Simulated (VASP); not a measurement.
OSZICAR of a VASP run on CdTe (zinc blende):

### OSZICAR
```
       N       E                     dE             d eps       ncg     rms          rms(c)
DAV:   1     0.107380194539E+03    0.10738E+03   -0.83523E+03   424   0.119E+03
DAV:   2     0.410040177608E+01   -0.10328E+03   -0.99638E+02   486   0.277E+02
DAV:   3     0.118058700465E+00   -0.39823E+01   -0.39762E+01   501   0.572E+01
DAV:   4     0.797119028573E-01   -0.38347E-01   -0.38345E-01   589   0.496E+00
DAV:   5     0.796065428983E-01   -0.10536E-03   -0.10536E-03   491   0.249E-01    0.524E+00
DAV:   6     0.305574705724E+00    0.22597E+00   -0.49580E-01   466   0.909E+00    0.434E+00
DAV:   7     0.319566477421E+00    0.13992E-01   -0.11445E-01   471   0.248E+00    0.172E+00
DAV:   8     0.318963897074E+00   -0.60258E-03   -0.93976E-03   436   0.135E+00    0.497E-01
DAV:   9     0.318712982611E+00   -0.25091E-03   -0.91386E-04   461   0.352E-01    0.100E-01
DAV:  10     0.318669415730E+00   -0.43567E-04   -0.11554E-04   446   0.119E-01    0.491E-02
DAV:  11     0.318643876737E+00   -0.25539E-04   -0.51647E-05   434   0.554E-02    0.321E-02
DAV:  12     0.318645200311E+00    0.13236E-05   -0.34307E-06   491   0.159E-02    0.162E-02
DAV:  13     0.318645335252E+00    0.13494E-06   -0.28974E-07   243   0.364E-03
   1 F= 0.31864534E+00 E0= 0.31864534E+00  d E =0.318645E+00
```

Task: Which electronic solver shows in the log?

Result: It is blocked Davidson (ALGO = Normal, or the opening steps of other solvers). The INCAR had ALGO = Normal.

Task: Can the final energy be trusted as converged?

Result: Self-consistency was reached. It stopped with EDIFF = 1E-6, NELM = 100, NSW = 60 and EDIFFG = -0.01 after 1 ionic step (optB86b-vdW, plane waves, VASP's PBE PAW potentials (set 64)).

The compound is CdTe in the zinc blende structure. It was relaxed first. The start is the result of an earlier pass.
